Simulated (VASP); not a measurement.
Wanted: the native input for a VASP 6.6.1 run.

```yaml
Task: single point
Functional: PBE
Potentials_or_basis: VASP PAW PBE potentials, release 64 (Hf_pv, Nd)
Cutoff: 520 eV
k_mesh: 6 × 6 × 6
Occupations: fermi-dirac, width 0.05 eV
Spin: collinear spin, ferromagnetic start
Starting_moments: "[0.0, 3.0, 3.0, 3.0] μB"
Further_INCAR_settings: ALGO = Normal; EDIFF = 1e-07; NBANDS = 38
```

The structure of Nd3Hf lies in POSCAR:

```
Nd3Hf
1.0
    5.0005290000      0.0000000000      0.0000000000
    0.0000000000      5.0005290000      0.0000000000
    0.0000000000      0.0000000000      5.0005290000
Hf Nd
1 3
Direct
    0.0000000000      0.0000000000      0.0000000000
    0.5000000000      0.5000000000      0.0000000000
    0.5000000000      0.0000000000      0.5000000000
    0.0000000000      0.5000000000      0.5000000000
```

The cell comes from a database or a generator and needn't be the stable form of this composition.

These files were run (other wordings do the same):

INCAR

```
ALGO     = Normal         # electronic algorithm
EDIFF    = 1E-7           # SCF threshold, eV
ENCUT    = 520            # plane-wave cutoff, eV
GGA      = PE             # functional
ISIF     = 2              # what is computed and relaxed
ISMEAR   = -1             # smearing method
ISPIN    = 2              # spin polarisation
LASPH    = T              # aspherical terms in the spheres
LCHARG   = T              # write CHGCAR
LELF     = T              # ELF
LMAXMIX  = 6              # l up to which the mixer works
LORBIT   = 11             # projections on sites
LREAL    = F              # projectors in reciprocal space
LVHAR    = T            
LWAVE    = F              # write WAVECAR
MAGMOM   = 0 3 3 3        # initial moments
NBANDS   = 38             # bands
NELM     = 120            # most SCF steps
PREC     = Accurate       # precision mode
SIGMA    = 0.05           # smearing width, eV
```

KPOINTS

```
k-points
0
Gamma
  6 6 6
```

Potentials or basis: VASP PAW PBE potentials, release 64 (Hf_pv, Nd).

Run with:

```bash
$ cat potpaw_PBE.64/Hf_pv/POTCAR potpaw_PBE.64/Nd/POTCAR > POTCAR
$ mpirun -np 1 vasp_std > vasp.out
```

Results of the run:

```yaml
Pressure: -1.8 GPa
Band_gap_on_the_k_mesh: none (metal or under the smearing width)
Net_moment: 12.02 μB per cell
Site_moments: Hf +0.29; Nd +3.24 μB
Valence_electrons_inside_the_program's_atomic_spheres: Hf 8.02; Nd 11.20
```

Caveat: the magnetic or orbital state may not be the lowest; without U or exact exchange the open f shell lies at the Fermi level, which spoils levels, moments and volumes.

Run time: 7.6 min on 1 thread of Intel(R) Xeon(R) 6975P-C (Granite Rapids), on a shared host, peak memory 0.4 GiB.
